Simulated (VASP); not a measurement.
Output of a VASP run:

OSZICAR:
```
       N       E                     dE             d eps       ncg     rms          rms(c)
DAV:   1     0.447087818277E+01    0.44709E+01   -0.42103E+03   808   0.850E+02
DAV:   2    -0.166056951614E+02   -0.21077E+02   -0.19337E+02  1120   0.105E+02
DAV:   3    -0.169460174125E+02   -0.34032E+00   -0.34032E+00   880   0.167E+01
DAV:   4    -0.169469313853E+02   -0.91397E-03   -0.91397E-03  1224   0.945E-01
DAV:   5    -0.169469316150E+02   -0.22973E-06   -0.22973E-06   880   0.125E-02    0.898E+00
DAV:   6    -0.151138766786E+02    0.18331E+01   -0.76413E+00   808   0.158E+01    0.397E+00
DAV:   7    -0.150549444877E+02    0.58932E-01   -0.36409E-01  1168   0.426E+00    0.181E+00
DAV:   8    -0.150470880520E+02    0.78564E-02   -0.19038E-02   776   0.127E+00    0.161E-01
DAV:   9    -0.150473774692E+02   -0.28942E-03   -0.75886E-04  1184   0.241E-01    0.104E-01
DAV:  10    -0.150474848536E+02   -0.10738E-03   -0.19801E-04  1008   0.113E-01    0.219E-02
DAV:  11    -0.150474857612E+02   -0.90760E-06   -0.37911E-05   944   0.384E-02    0.545E-03
DAV:  12    -0.150474859437E+02   -0.18251E-06   -0.15043E-06   952   0.950E-03    0.135E-03
DAV:  13    -0.150474860181E+02   -0.74395E-07   -0.13395E-07   688   0.309E-03
   1 F= -.15047486E+02 E0= -.15047486E+02  d E =-.116059E-12
```

OUTCAR:
```
------------------------ aborting loop because EDIFF is reached ----------------------------------------
  FORCE on cell =-STRESS in cart. coord.  units (eV):
  Direction    XX          YY          ZZ          XY          YZ          ZX
  --------------------------------------------------------------------------------------
  Total        0.8726880      0.8726880      0.8726880      0.0000000     -0.0000000      0.0000000
  in kB       68.6458209     68.6458209     68.6458209      0.0000000     -0.0000000      0.0000000
  external PRESSURE =      68.6458209 kB  Pullay stress =       0.0000000 kB
  volume of cell :       20.37
      direct lattice vectors                 reciprocal lattice vectors
     0.000000000  2.167580112  2.167580112    -0.230671982  0.230671982  0.230671982
     2.167580112  0.000000000  2.167580112     0.230671982 -0.230671982  0.230671982
     2.167580112  2.167580112  0.000000000     0.230671982  0.230671982 -0.230671982
  FREE ENERGIE OF THE ION-ELECTRON SYSTEM (eV)
  ---------------------------------------------------
  free  energy   TOTEN  =       -15.0474860181 eV

  energy  without entropy=      -15.0474860181  energy(sigma->0) =      -15.04748602
```
(Selected blocks of OUTCAR.)

POSCAR:
```
SiC
1
    0.0000000000     2.1675801118     2.1675801118
    2.1675801118     0.0000000000     2.1675801118
    2.1675801118     2.1675801118     0.0000000000
Si C
1 1
Direct
  0.0000000000   0.0000000000   0.0000000000
  0.2500000000   0.2500000000   0.2500000000
```

Write an INCAR and KPOINTS that could have produced this output.

Several could match; the one computed here: the input of the run itself, PBE GGA, plane waves, VASP's PBE PAW potentials (set 64).

### INCAR
```
# general
SYSTEM = SiC
PREC   = Accurate
ENCUT  = 520
LREAL  = .False.   # projection in real space or not
LASPH  = .True.   # aspherical one-centre terms

# electronic loop
EDIFF  = 1E-7   # SCF stop (eV)
NELM   = 100
ALGO   = Normal   # blocked Davidson

# smearing
ISMEAR = 0
SIGMA  = 0.05

# functional
GGA    = PE   # PBE

# ions
ISIF   = 2

# output
LWAVE  = .False.
LCHARG = .False.
```

KPOINTS:
```
Automatic mesh
0
Gamma
10 10 10
0 0 0
```

POTCAR, in this order: Si C (PBE.64 set). Program: vasp_std.

The compound is SiC in the zinc blende structure. This cell is one point of a volume scan, at 0.97 of the reference volume.
